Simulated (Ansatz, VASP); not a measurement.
# Cross-check of YbSn between VASP and Ansatz, part 2 of 2

Aim: how closely do two programs agree when they are given the same cell, functional and k mesh? The two relaxations start from unlike cells of this crystal (the structure described is Ansatz's start), so only their ends are compared.

VASP 6.6.1 and Ansatz 0.2.0.

So far: The structure; VASP: relaxation of cell and atoms, PBEsol, pair 1; Ansatz: relaxation of cell and atoms, PBEsol, pair 1; Differences.

## 5. Ansatz: relaxation of cell and atoms, PBEsol, pair 2

Level of this step: Ansatz beside VASP: Kohn-Sham DFT, plane waves, PBEsol (Ansatz).

The relaxed volume is the usual yardstick between codes: in a stiff, nearly cubic crystal its relative difference is about their pressure difference at one cell divided by the bulk modulus. Its start cell is another than that of the pair before, and may be another structure of the material.

The two relaxations start from unlike cells of this crystal, so only their ends are compared.

input.yaml reads:

```yaml
crystal:
  lattice:
    - [3.5072496347, 0.0, 0.0]
    - [0.0, 3.5072496347, 0.0]
    - [0.0, 0.0, 4.4]
  atoms:
    - { symbol: Yb, position: [0.5, 0.5, 0.5] }
    - { symbol: Sn, position: [0.0, 0.0, 0.0] }
kpoints:
  mp_grid: { grid: [12, 12, 10] }
hamiltonian:
  xc: pbesol
scf:
  occupations: { method: gaussian, width: 0.1 }
output:
  forces: true
  stress: true
  eigenvalues: true
  write_density: true
  write_potential: true
  elf: true
  volumetric_format: npy
relax:
  adjacent_minimum: "off"
  f_tol: 0.005
  max_steps: 80
  cell: { stress_tol: 0.05 }
```

Command:

```console
ansatz run input.yaml --threads 4 --pin off --max-ram 14336MiB --backend cpu --events-out ev --progress --plain --runs-dir out
```

Numbers of over 12 decimals in the logs are rounded to 6 here.

Log:

```text
[...]
Crystal: 2 atoms, lattice volume = 54.124 Å³
Basis set: ecut = 420 eV, 1035 PW (Γ), exchange–correlation on 48×48×60 points (8 copies of the dense FFT grid, shifted against one another)
Bands: 23, of which v1, the nominal top of the filled ones, is band 19 counted from 1 (18 counted from 0)
Symmetry: 16 space group operations
[...]
k-points: 168 of 1440
[...]
k-point 167: bands = [... 15 lower, 13.1789, 13.1789, 13.1825, 13.2113, 13.2524, 16.8369, 17.6954, 17.6954]
--- Relaxed structure (4 steps of the walk, 4 accepted, 1 SCFs on fresh bases) ---
[...]
cell:  # Å, volume = 50.7967 Å³
    - [3.397367, 0, 0.0]
    - [0, 3.397367, 0.0]
    - [0.0, 0.0, 4.400993]
  atoms:
    - { symbol: Yb, position: [0.5, 0.5, 0.5] }
    - { symbol: Sn, position: [0, 0.0, 0.0] }
[key lines of the parts left out:]
SCF converged after 6 iterations
Free energy (F): -19627.670715 eV
Fermi energy:    13.602071 eV
P = ⅓ Tr σ = -0.0056 GPa (-0.056 kbar)
```

## 6. VASP: relaxation of cell and atoms, PBEsol, pair 2

Its own start cell and the same functional, mesh and smearing now go to VASP, with its own data sets.

INCAR reads:

```
SYSTEM = YbSn
PREC = Accurate
ENCUT = 600
EDIFF = 1E-07
NELM = 200
ISMEAR = 0
SIGMA = 0.1
LREAL = .FALSE.
ALGO = Normal
GGA = PS
NBANDS = 25
LASPH = .TRUE.
LORBIT = 11
LWAVE = .FALSE.
LCHARG = .FALSE.
ISIF = 3
IBRION = 2
NSW = 80
EDIFFG = -0.005
GGA_COMPAT = .FALSE.
NELMIN = 4
LMAXMIX = 6
KPAR = 2
```

POSCAR reads:

```
YbSn
1.0
    3.3957159623      0.0000000000      0.0000000000
    0.0000000000      3.3957159623      0.0000000000
    0.0000000000      0.0000000000      4.3899942638
Yb Sn
1 1
Direct
    0.5000000000      0.5000000000      0.5000000000
    0.0000000000      0.0000000000      0.0000000000
```

KPOINTS reads:

```
Automatic mesh
0
Gamma
12 12 10
0 0 0
```

Potentials, in the order of the species: Yb and Sn_d (PBE family, release 64).

Command:

```console
mpirun -np 2 vasp_std
```

Log:

```text
[banner, memory and clock lines left out]
running    2 mpi-ranks, on    1 nodes
[...]
[... a notice as in an earlier step ...]

 LDA part: xc-table for (Slater+PW92), standard interpolation
 POSCAR, INCAR and KPOINTS ok, starting setup
[...]
entering main loop
       N       E                     dE             d eps       ncg     rms          rms(c)
DAV:   1     0.270893949448E+03    0.27089E+03   -0.16490E+04 11643   0.101E+04
DAV:   2     0.346848630016E+02   -0.23621E+03   -0.23009E+03 11181   0.891E+02
DAV:   3    -0.380938077842E+01   -0.38494E+02   -0.37965E+02 11796   0.193E+02
DAV:   4    -0.906854100371E+01   -0.52592E+01   -0.51975E+01 16262   0.570E+01
[...]
DAV:  31    -0.956981445923E+01   -0.16044E-06   -0.10899E-07  5113   0.140E-02    0.128E-02
DAV:  32    -0.956981423411E+01    0.22512E-06   -0.12442E-07  4717   0.153E-02    0.105E-02
DAV:  33    -0.956981413928E+01    0.94828E-07   -0.32636E-07  8801   0.200E-02
   1 F= -.95698141E+01 E0= -.95658982E+01  d E =-.956981E+01
[...]
DAV:  17    -0.956981572513E+01   -0.10251E-06   -0.70618E-07 10949   0.523E-03    0.333E-02
DAV:  18    -0.956981573756E+01   -0.12435E-07   -0.24185E-08  5133   0.371E-03
   2 F= -.95698157E+01 E0= -.95658996E+01  d E =-.159828E-05
 trial-energy change:   -0.000002  1 .order   -0.000033   -0.000049   -0.000018
 step:   1.5678(harm=  1.5678)  dis= 0.00000  next Energy=    -9.569853 (dE=-0.385E-04)
[...]
N       E                     dE             d eps       ncg     rms          rms(c)
DAV:   1    -0.957284106528E+01   -0.30253E-02   -0.14070E-02 14630   0.305E+00    0.128E+00
DAV:   2    -0.960967046696E+01   -0.36829E-01   -0.15248E-01  8857   0.136E+01    0.396E+00
DAV:   3    -0.957294416865E+01    0.36726E-01   -0.14027E-01  9924   0.139E+01    0.101E+00
DAV:   4    -0.957001974474E+01    0.29244E-02   -0.50682E-03 11289   0.249E+00    0.224E-01
[...]
DAV:  15    -0.956979032339E+01    0.50789E-06   -0.33184E-07  7983   0.227E-02    0.171E-02
DAV:  16    -0.956978998341E+01    0.33997E-06   -0.41862E-07  8785   0.183E-02    0.779E-03
DAV:  17    -0.956978994236E+01    0.41055E-07   -0.10105E-07  4904   0.112E-02
   3 F= -.95697899E+01 E0= -.95658720E+01  d E =0.241969E-04
[...]
reached required accuracy - stopping structural energy minimisation
```

From OUTCAR (step 6):

```text
  Total       -0.0023325     -0.0023325     -0.0067926      0.0000000     -0.0000000     -0.0000000
  in kB       -0.0736063     -0.0736063     -0.2143565      0.0000000     -0.0000000     -0.0000000
  external PRESSURE =      -0.1205230 kB  Pullay stress =       0.0000000 kB

 POSITION                                       TOTAL-FORCE (eV/Angst)
 -----------------------------------------------------------------------------------
      1.69951      1.69951      2.19722         0.000000      0.000000      0.000000
      0.00000      0.00000      0.00000         0.000000      0.000000      0.000000
 -----------------------------------------------------------------------------------
    total drift:                                0.000000      0.000000      0.000000

  FREE ENERGIE OF THE ION-ELECTRON SYSTEM (eV)
  ---------------------------------------------------
  free  energy   TOTEN  =        -9.5697899424 eV

  energy  without entropy=       -9.5619540308  energy(sigma->0) =       -9.56587199

[... 1 part as in an earlier step ...]

[... 3 further parts left out ...]
[key lines of the parts left out:]
E-fermi :   5.7298
```

## 7. Comparison

The two programs side by side:

```csv
quantity,Ansatz,VASP,difference
volume (Å³),50.80,50.77,+0.05 %
"edge a after relaxation, in the typed setting (Å)",3.397,3.399,-0.05 %
"edge c after relaxation, in the typed setting (Å)",4.401,4.394,+0.15 %
```

## 8. Results

| Item | Value |
| --- | --- |
| difference in edge c after relaxation, in the typed setting (relaxation of cell and atoms, PBEsol, pair 1) | 0.16 % |
| difference in edge c after relaxation, in the typed setting (relaxation of cell and atoms, PBEsol, pair 2) | 0.15 % |

The difference in edge c after relaxation, in the typed setting is 0.16 % (relaxation of cell and atoms, PBEsol, pair 1), within the 1.2 % picked in this series as the mark of a large difference, as far as the stopping tolerances let one tell. How closely two codes agree says nothing of how well the functional describes the real material.

[Lines on the potential files, build, host, timing and source positions are cut from VASP's logs without a mark.]

[Logs are printed without paths, hosts, clocks, repeated set-up lines and the standing remarks that a program may print on its own settings, such as how far it seeks lower states.]

[Hosts, paths, dates, database ids (printed as entryN), source tags and the programs' standing remarks are cut or masked in the printed files.]
